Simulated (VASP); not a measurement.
**Relaxed cell of Hf (Hafnium): a test of cutoff and mesh**

How far does the relaxed cell of Hf (Hafnium) depend on cutoff and k mesh? The starting structure is a measured crystal structure from the Crystallography Open Database. The first relaxation on each setting starts from this cell expanded by 3 % in volume.

Main program and level: VASP 6.6.1; Kohn-Sham DFT with plane waves and PAW; PBEsol.

## Step 1: Set-up

It takes space group P6_3/mmc (No. 194, hexagonal). Conventional cell: a = 3.197 Å, b = 3.197 Å, c = 5.058 Å, α = 90.00°, β = 90.00°, γ = 120.00°. Hf has 12 Hf at 3.13 to 3.20 Å nearest.

## Step 2: Reference relaxation

This run starts from the cell of an earlier relaxation, which isn't shown; the restart sets up the plane waves anew.

INCAR reads:

```
SYSTEM = Hf
PREC = Accurate
ENCUT = 450
EDIFF = 1E-06
NELM = 100
ISMEAR = 1
SIGMA = 0.15
LREAL = .FALSE.
ALGO = Normal
GGA = PS
NBANDS = 16
LASPH = .TRUE.
LORBIT = 11
LWAVE = .FALSE.
LCHARG = .FALSE.
KPAR = 4
IBRION = 2
NSW = 50
ISIF = 3
EDIFFG = -0.006
```

POSCAR reads:

```
Hf
1.0
    3.1561611706      0.0000000000      0.0000000000
   -1.5780805853      2.7333157522      0.0000000000
    0.0000000000      0.0000000000      4.9905061897
Hf
2
Direct
    0.6666666667      0.3333333333      0.7500000000
    0.3333333333      0.6666666667      0.2500000000
```

KPOINTS reads:

```
Automatic mesh
0
Gamma
18 18 10
0 0 0
```

The projector-augmented-wave data sets are Hf_pv (PBE family, release 64).

The run is started by

```sh
> mpirun -np 4 vasp_std
```

The log of the run:

```text
[banner, memory and clock lines left out]
running    4 mpi-ranks, on    1 nodes
 distrk:  each k-point on    1 cores,    4 groups
 distr:  one band on    1 cores,    1 groups

 POSCAR found type information on POSCAR Hf
 POSCAR found :  1 types and       2 ions
|                                                                             |
|               ----> ADVICE to this user running VASP <----                  |
|                                                                             |
|     You enforced a specific xc type in the INCAR file but a different       |
|     [... a line on the potential file left out ...]
|     I HOPE YOU KNOW WHAT YOU ARE DOING!                                     |
|                                                                             |

 LDA part: xc-table for (Slater+PW92), standard interpolation
 POSCAR, INCAR and KPOINTS ok, starting setup
 FFT: planning ... GRIDC
 FFT: planning ... GRID_SOFT
 FFT: planning ... GRID
 WAVECAR not read
 entering main loop
       N       E                     dE             d eps       ncg     rms          rms(c)
DAV:   1     0.435640222969E+02    0.43564E+02   -0.10765E+04  7184   0.107E+03
DAV:   2    -0.202656158990E+02   -0.63830E+02   -0.62337E+02  9520   0.238E+02
DAV:   3    -0.217470579165E+02   -0.14814E+01   -0.14767E+01  9272   0.256E+01
DAV:   4    -0.217579709311E+02   -0.10913E-01   -0.10911E-01  9032   0.271E+00
DAV:   5    -0.217581050766E+02   -0.13415E-03   -0.13414E-03  9312   0.248E-01    0.672E+01
DAV:   6    -0.212099939547E+02    0.54811E+00   -0.49206E-01  8544   0.468E+00    0.398E+01
DAV:   7    -0.210161135370E+02    0.19388E+00   -0.81502E-01  8744   0.579E+00    0.188E+00
DAV:   8    -0.210060936102E+02    0.10020E-01   -0.51299E-02  8128   0.156E+00    0.330E-01
DAV:   9    -0.210061956743E+02   -0.10206E-03   -0.10964E-03  9912   0.242E-01    0.191E-01
DAV:  10    -0.210061873082E+02    0.83661E-05   -0.48229E-05  8312   0.501E-02    0.216E-01
DAV:  11    -0.210061880374E+02   -0.72920E-06   -0.53215E-06  8928   0.164E-02
   1 F= -.21006188E+02 E0= -.21006816E+02  d E =-.210062E+02
 curvature:   0.00 expect dE= 0.000E+00 dE for cont linesearch  0.000E+00
 trial: gam= 0.00000 g(F)=  0.175E-49 g(S)=  0.294E-05 ort = 0.000E+00 (trialstep = 0.100E+01)
 search vector abs. value=  0.294E-05
 reached required accuracy - stopping structural energy minimisation
```

The job ended after 24 s (4 MPI ranks of Intel Xeon Platinum 8375C at 2.90GHz (Ice Lake), shared host; peak memory 0.9 GiB).

Lines that name or quote the potential files are left out of all logs, and their timing lines are given in words.

Parts of OUTCAR (step 2):

```text
ion  position               nearest neighbor table
   1  0.667  0.333  0.750-   2 3.09   2 3.09   2 3.09   2 3.09   2 3.09   2 3.09
   2  0.333  0.667  0.250-   1 3.09   1 3.09   1 3.09   1 3.09   1 3.09   1 3.09

  LATTYP: Found a hexagonal cell.
 ALAT       =     3.1561611706
 C/A-ratio  =     1.5811949770

 Subroutine GETGRP returns: Found 24 space group operations
 (whereof 12 operations were pure point group operations)

The static configuration has the point symmetry D_3d.
 The point group associated with its full space group is D_6h.

 Found    222 irreducible k-points:

   k-points           NKPTS =    222   k-points in BZ     NKDIM =    222   number of bands    NBANDS=     16

   dimension x,y,z NGX =    24 NGY =   24 NGZ =   36
   dimension x,y,z NGXF=    48 NGYF=   48 NGZF=   72

   ENCUT  =  450.0 eV  33.07 Ry    5.75 a.u.   5.46  5.46  8.63*2*pi/ulx,y,z

   NELECT =      20.0000    total number of electrons

 k-points in reciprocal lattice and weights: Automatic mesh
   0.00000000  0.00000000  0.00000000       0.000
   0.05555556 -0.00000000  0.00000000       0.002
   0.11111111 -0.00000000  0.00000000       0.002
   0.16666667  0.00000000  0.00000000       0.002
   0.22222222 -0.00000000  0.00000000       0.002
   0.27777778  0.00000000  0.00000000       0.002
   0.33333333 -0.00000000  0.00000000       0.002
   0.38888889 -0.00000000  0.00000000       0.002
   0.44444444 -0.00000000  0.00000000       0.002
[...]
0.33333333  0.27777778  0.50000000       0.004
   0.33333333  0.33333333  0.50000000       0.001

 average (electrostatic) potential at core
       1 -36.7824       2 -36.7824

 E-fermi :   5.0481

 k-point     1 :       0.0000    0.0000    0.0000
  band No.  band energies     occupation
    ...
      4     -24.9874      2.00000
      5     -24.9857      2.00000
      6     -24.9857      2.00000
      7      -2.4912      2.00000
      8       1.1912      2.00000
      9       5.8443     -0.00000
     10       6.2008     -0.00000
     11       6.2008     -0.00000
     12       6.5007     -0.00000
     13       7.0663     -0.00000
    ...

 k-point     2 :       0.0556   -0.0000    0.0000
  band No.  band energies     occupation
    ...
      4     -25.0067      2.00000
      5     -24.9916      2.00000
      6     -24.9882      2.00000
      7      -2.3926      2.00000
      8       1.2888      2.00000
      9       5.7019     -0.00000
     10       5.9038     -0.00000
     11       6.2934     -0.00000
     12       6.7367     -0.00000
     13       6.9584     -0.00000
    ...

 k-point     3 :       0.1111   -0.0000    0.0000
  band No.  band energies     occupation
    ...
      4     -25.0664      2.00000
      5     -25.0043      2.00000
      6     -24.9959      2.00000
      7      -2.1037      2.00000
      8       1.5680      2.00000
      9       5.3169     -0.02946
     10       5.4383     -0.00146
     11       6.5689     -0.00000
     12       6.6473     -0.00000
     13       7.0944     -0.00000
    ...

  Total        0.0036681      0.0036681      0.0097532     -0.0000000     -0.0000000      0.0000000
  in kB        0.1365065      0.1365065      0.3629627     -0.0000000     -0.0000000      0.0000000
  external PRESSURE =       0.2119919 kB  Pullay stress =       0.0000000 kB

  energy-cutoff  :      450.00
  volume of cell :       43.05
      direct lattice vectors                 reciprocal lattice vectors
     3.156161171  0.000000000  0.000000000     0.316840600  0.182928006  0.000000000
    -1.578080585  2.733315752  0.000000000     0.000000000  0.365856012  0.000000000
     0.000000000  0.000000000  4.990506190     0.000000000  0.000000000  0.200380475

 POSITION                                       TOTAL-FORCE (eV/Angst)
 -----------------------------------------------------------------------------------
      1.57808      0.91111      3.74288         0.000000      0.000000      0.000000
     -0.00000      1.82221      1.24763        -0.000000     -0.000000      0.000000
 -----------------------------------------------------------------------------------
    total drift:                                0.000000     -0.000000      0.000000

  FREE ENERGIE OF THE ION-ELECTRON SYSTEM (eV)
  ---------------------------------------------------
  free  energy   TOTEN  =       -21.0061880374 eV

  energy  without entropy=      -21.0080731168  energy(sigma->0) =      -21.00681640

 reached required accuracy - stopping structural energy minimisation

 total charge
# of ion       s       p       d       tot
------------------------------------------
    1        0.402   6.403   1.602   8.406
    2        0.402   6.403   1.602   8.406
--------------------------------------------------
tot          0.805  12.805   3.203  16.813

[... 3 further parts left out ...]
```

CONTCAR:

```
Hf
   1.00000000000000
     3.1561611705999999    0.0000000000000000    0.0000000000000000
    -1.5780805852999999    2.7333157521999998    0.0000000000000000
     0.0000000000000000    0.0000000000000000    4.9905061896999996
  Hf
     2
Direct
     0.6666666667000030    0.3333333332999970    0.7500000000000000
     0.3333333332999970    0.6666666667000030    0.2500000000000000
```

The PAW data sets were made with PBE, which is usual practice but a small mismatch for other functionals. The run keeps the 24 symmetry operations of its start, so it cannot find a distortion of lower symmetry.

The reference relaxation ends at 21.526 Å³ an atom. Pressures at 0.985 and 1.015 times this volume, from two more relaxations that aren't shown, give a bulk modulus of 114.6 GPa.

## Step 3: Relaxation with a cutoff of 220 eV

Against step 2 the input has ENCUT = 220. This run starts from the cell of an earlier relaxation, which isn't shown; the restart sets up the plane waves anew.

INCAR: that of step 2 with these lines changed.

```diff
@@ -2,3 +2,3 @@
 PREC = Accurate
-ENCUT = 450
+ENCUT = 220
 EDIFF = 1E-06
```

POSCAR reads:

```
Hf
1.0
    3.1489042770      0.0000000000      0.0000000000
   -1.5744521385      2.7270310980      0.0000000000
    0.0000000000      0.0000000000      4.9825900217
Hf
2
Direct
    0.6666666667      0.3333333333      0.7500000000
    0.3333333333      0.6666666667      0.2500000000
```

KPOINTS is that of step 2.

The run is started by

```sh
> mpirun -np 4 vasp_std
```

The log of the run:

```text
[banner, memory and clock lines left out]
running    4 mpi-ranks, on    1 nodes
[...]
[... a notice as in an earlier step ...]

 LDA part: xc-table for (Slater+PW92), standard interpolation
 POSCAR, INCAR and KPOINTS ok, starting setup
[...]
entering main loop
       N       E                     dE             d eps       ncg     rms          rms(c)
DAV:   1     0.259611898264E+02    0.25961E+02   -0.74827E+03  7744   0.635E+02
DAV:   2    -0.207569578293E+02   -0.46718E+02   -0.45583E+02  9616   0.168E+02
DAV:   3    -0.217229503913E+02   -0.96599E+00   -0.96444E+00  9032   0.197E+01
DAV:   4    -0.217296935375E+02   -0.67431E-02   -0.67420E-02  9296   0.199E+00
[...]
DAV:  11    -0.209817878668E+02    0.30823E-04   -0.11089E-05  8608   0.227E-02    0.978E-03
DAV:  12    -0.209817856530E+02    0.22138E-05   -0.48046E-07  5376   0.497E-03    0.205E-03
DAV:  13    -0.209817854459E+02    0.20708E-06   -0.55230E-08  4632   0.182E-03
   1 F= -.20981785E+02 E0= -.20982425E+02  d E =-.209818E+02
[...]
DAV:   7    -0.209816865689E+02   -0.13761E-05   -0.76300E-08  3976   0.199E-03    0.118E-03
DAV:   8    -0.209816868575E+02   -0.28855E-06   -0.14551E-08  3792   0.678E-04
   2 F= -.20981687E+02 E0= -.20982321E+02  d E =0.985885E-04
 trial-energy change:    0.000099  1 .order    0.000103   -0.000553    0.000760
 step:   0.4266(harm=  0.4213)  dis= 0.00000  next Energy=   -20.981904 (dE=-0.118E-03)
[...]
N       E                     dE             d eps       ncg     rms          rms(c)
DAV:   1    -0.209830172321E+02   -0.13307E-02   -0.27090E-02  7104   0.127E+00    0.417E-01
DAV:   2    -0.209822523266E+02    0.76491E-03   -0.15909E-03  7208   0.288E-01    0.114E-01
DAV:   3    -0.209819695614E+02    0.28277E-03   -0.52076E-04  7840   0.155E-01    0.649E-02
DAV:   4    -0.209819224536E+02    0.47108E-04   -0.48248E-05  8952   0.490E-02    0.519E-02
DAV:   5    -0.209819081797E+02    0.14274E-04   -0.55749E-06  9056   0.109E-02    0.757E-03
DAV:   6    -0.209819053071E+02    0.28726E-05   -0.15529E-07  3888   0.259E-03    0.198E-03
DAV:   7    -0.209819045202E+02    0.78695E-06   -0.25553E-08  3664   0.116E-03
   3 F= -.20981905E+02 E0= -.20982542E+02  d E =-.119074E-03
[...]
reached required accuracy - stopping structural energy minimisation
```

The job ended after 24 s (4 MPI ranks; peak memory 0.6 GiB).

OUTCAR, selected parts (step 3):

```text
  Total       -0.0013969     -0.0013969      0.0046499      0.0000000      0.0000000     -0.0000000
  in kB       -0.0524498     -0.0524498      0.1745925      0.0000000      0.0000000     -0.0000000
  external PRESSURE =       0.0232310 kB  Pullay stress =       0.0000000 kB

 POSITION                                       TOTAL-FORCE (eV/Angst)
 -----------------------------------------------------------------------------------
      1.57303      0.90819      3.73361         0.000000     -0.000000      0.000000
     -0.00000      1.81638      1.24454        -0.000000      0.000000      0.000000
 -----------------------------------------------------------------------------------
    total drift:                               -0.000000      0.000000     -0.000000

  FREE ENERGIE OF THE ION-ELECTRON SYSTEM (eV)
  ---------------------------------------------------
  free  energy   TOTEN  =       -20.9819045202 eV

  energy  without entropy=      -20.9838177049  energy(sigma->0) =      -20.98254225

[... 2 parts as in an earlier step ...]

[... 2 further parts left out ...]
[key lines of the parts left out:]
E-fermi :   5.1204
```

With a cutoff of 220 eV the cell ends at 21.335 Å³ an atom, -0.89 % from the reference; the bulk modulus is 116.7 GPa against 114.6 GPa.

## Step 4: Relaxation with a 9×9×5 mesh

Against step 2 the input has a 9×9×5 mesh. This run starts from the cell of an earlier relaxation, which isn't shown; the restart sets up the plane waves anew.

INCAR: that of step 3 with these lines changed.

```diff
@@ -2,3 +2,3 @@
 PREC = Accurate
-ENCUT = 220
+ENCUT = 450
 EDIFF = 1E-06
```

POSCAR reads:

```
Hf
1.0
    3.1565190636      0.0000000000      0.0000000000
   -1.5782595318      2.7336256966      0.0000000000
    0.0000000000      0.0000000000      4.9867785386
Hf
2
Direct
    0.6666666667      0.3333333333      0.7500000000
    0.3333333333      0.6666666667      0.2500000000
```

KPOINTS reads:

```
Automatic mesh
0
Gamma
9 9 5
0 0 0
```

The run is started by

```sh
> mpirun -np 4 vasp_std
```

The log of the run:

```text
[... set-up lines as in an earlier step ...]
 entering main loop
       N       E                     dE             d eps       ncg     rms          rms(c)
DAV:   1     0.429330996017E+02    0.42933E+02   -0.10848E+04  1152   0.108E+03
DAV:   2    -0.202821192581E+02   -0.63215E+02   -0.61992E+02  1504   0.239E+02
DAV:   3    -0.217519091906E+02   -0.14698E+01   -0.14665E+01  1576   0.255E+01
DAV:   4    -0.217628557327E+02   -0.10947E-01   -0.10945E-01  1360   0.271E+00
[...]
DAV:  10    -0.210119372327E+02    0.10998E-04   -0.49717E-05  1376   0.509E-02    0.210E-01
DAV:  11    -0.210119384890E+02   -0.12563E-05   -0.49651E-06  1384   0.159E-02    0.801E-03
DAV:  12    -0.210119385529E+02   -0.63837E-07   -0.38749E-07   808   0.452E-03
   1 F= -.21011939E+02 E0= -.21012370E+02  d E =-.210119E+02
[...]
reached required accuracy - stopping structural energy minimisation
```

Wall time 8 s (4 MPI ranks); peak memory 0.59 GiB; 28 s of CPU time.

From OUTCAR (step 4):

```text
  Total       -0.0044387     -0.0044387      0.0062601     -0.0000000      0.0000000      0.0000000
  in kB       -0.1652705     -0.1652705      0.2330887     -0.0000000      0.0000000      0.0000000
  external PRESSURE =      -0.0324841 kB  Pullay stress =       0.0000000 kB

 POSITION                                       TOTAL-FORCE (eV/Angst)
 -----------------------------------------------------------------------------------
      1.57826      0.91121      3.74008         0.000000      0.000000      0.000000
     -0.00000      1.82242      1.24669        -0.000000     -0.000000      0.000000
 -----------------------------------------------------------------------------------
    total drift:                               -0.000000      0.000000     -0.000000

  FREE ENERGIE OF THE ION-ELECTRON SYSTEM (eV)
  ---------------------------------------------------
  free  energy   TOTEN  =       -21.0119385529 eV

  energy  without entropy=      -21.0132337037  energy(sigma->0) =      -21.01237027

[... 1 part as in an earlier step ...]

[... 3 further parts left out ...]
[key lines of the parts left out:]
E-fermi :   5.0920
```

With a 9×9×5 mesh the cell ends at 21.515 Å³ an atom, -0.05 % from the reference; the bulk modulus is 115.2 GPa against 114.6 GPa.

(Part 1 of 2 ends here.)

[Lines on the potential files, build, host, timing and source positions are cut from VASP's logs without a mark.]

[Logs are printed without paths, hosts, clocks, repeated set-up lines and the standing remarks that a program may print on its own settings, such as how far it seeks lower states.]

[Hosts, paths, dates, database ids (printed as entryN), source tags and the programs' standing remarks are cut or masked in the printed files.]
